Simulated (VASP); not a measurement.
OSZICAR of a VASP run on KI (rock salt):

### OSZICAR
```
       N       E                     dE             d eps       ncg     rms          rms(c)
DAV:   1     0.487834624884E+02    0.48783E+02   -0.67276E+03   480   0.116E+03
DAV:   2    -0.454596440080E+02   -0.94243E+02   -0.88482E+02   584   0.260E+02
DAV:   3    -0.513635307929E+02   -0.59039E+01   -0.58782E+01   648   0.587E+01
DAV:   4    -0.516841172151E+02   -0.32059E+00   -0.31999E+00   900   0.117E+01
DAV:   5    -0.516853272429E+02   -0.12100E-02   -0.12100E-02   620   0.810E-01    0.238E+00
DAV:   6    -0.488345010396E+02    0.28508E+01   -0.11514E+00   632   0.121E+01    0.213E+00
DAV:   7    -0.483287292894E+02    0.50577E+00   -0.32462E-01   632   0.634E+00    0.964E-01
DAV:   8    -0.485271041086E+02   -0.19837E+00   -0.27699E-01   536   0.494E+00    0.547E-01
DAV:   9    -0.483273424402E+02    0.19976E+00   -0.20726E-01   480   0.515E+00    0.363E-01
DAV:  10    -0.482312148423E+02    0.96128E-01   -0.22125E-01   480   0.505E+00    0.269E-01
DAV:  11    -0.483482662862E+02   -0.11705E+00   -0.12581E-01   480   0.371E+00    0.250E-01
DAV:  12    -0.483621143012E+02   -0.13848E-01   -0.85036E-03   480   0.113E+00    0.935E-02
DAV:  13    -0.483704060737E+02   -0.82918E-02   -0.84162E-03   480   0.118E+00    0.770E-02
DAV:  14    -0.483720239075E+02   -0.16178E-02   -0.27957E-03   504   0.649E-01    0.248E-02
DAV:  15    -0.483721852080E+02   -0.16130E-03   -0.18058E-04   572   0.189E-01    0.726E-03
DAV:  16    -0.483722489586E+02   -0.63751E-04   -0.36262E-05   584   0.839E-02    0.475E-03
DAV:  17    -0.483722470073E+02    0.19513E-05   -0.19760E-05   500   0.760E-02    0.288E-03
DAV:  18    -0.483722531361E+02   -0.61288E-05   -0.26159E-05   496   0.874E-02    0.180E-03
DAV:  19    -0.483722512279E+02    0.19082E-05   -0.47191E-06   504   0.349E-02    0.123E-03
DAV:  20    -0.483722517847E+02   -0.55679E-06   -0.48835E-07   552   0.104E-02    0.133E-03
DAV:  21    -0.483722517168E+02    0.67889E-07   -0.26333E-07   540   0.732E-03
   1 F= -.48372252E+02 E0= -.48372252E+02  d E =-.558153E-14
```

Problem. Which electronic solver shows in the log?

Solution. It is blocked Davidson (ALGO = Normal, or the opening steps of other solvers). The INCAR had ALGO = Normal.

Problem. Can the final energy be trusted as converged?

Solution. The run converged. It stopped with EDIFF = 1E-7, NELM = 100 (SCAN meta-GGA, plane waves, VASP's PBE PAW potentials (set 64)).

The compound is KI in the rock salt structure. This cell is one point of a volume scan, at 0.97 of the reference volume.
